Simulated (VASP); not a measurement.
Consider the following.

```yaml
crystal:
  lattice:
    - [4.19545, 0.00000, 0.00000]
    - [0.00000, 4.19545, 0.00000]
    - [0.00000, 0.00000, 2.68309]
  atoms:
    - { symbol: Si, position: [0.50000, 0.50000, 0.50000] }
    - { symbol: Si, position: [0.00000, 0.00000, 0.00000] }
    - { symbol: O, position: [0.69408, 0.69408, 0.00000] }
    - { symbol: O, position: [0.30592, 0.30592, 0.00000] }
    - { symbol: O, position: [0.80592, 0.19408, 0.50000] }
    - { symbol: O, position: [0.19408, 0.80592, 0.50000] }
```

Method: PBEsol GGA, VASP's PBE PAW potentials (set 64) (plane waves; VASP). Settings: 520 eV cut-off, 7×7×10 Γ-centred mesh, Gaussian smearing of 0.010 eV, potentials Si O.

Problem. Give the direction-averaged independent-particle dielectric function (no local fields, no excitons; a broadening of 0.1 eV leaves a tail below the gap, and fine structure carries the noise of the k-mesh).

Solution. 
```
ħω (eV)    ε₁    ε₂
-------  ----  ----
0.00     3.54  0.00
0.50     3.55  0.00
1.10     3.56  0.00
1.70     3.59  0.01
2.30     3.62  0.01
2.80     3.67  0.01
3.40     3.73  0.01
4.00     3.82  0.02
4.60     3.93  0.02
5.20     4.08  0.03
5.70     4.26  0.05
6.30     4.48  0.16
6.90     4.77  0.38
7.50     4.80  0.63
8.00     5.24  0.63
8.60     5.64  0.96
9.20     5.48  1.75
9.80     5.52  2.33
10.40    5.45  2.46
10.90    6.17  3.13
11.50    5.53  4.87
12.10    4.38  6.27
12.70    2.80  6.05
13.30    2.33  5.12
```
ε₂ peaks at 12.3 eV (height 6.7); ε₁(0) averages 3.54, so the electronic refractive index below the gap tends to √3.54 = 1.88.

The structure comes from a computed database's SiO2 entry (P4_2/mnm); how it stands against other phases isn't given here. It was relaxed first.
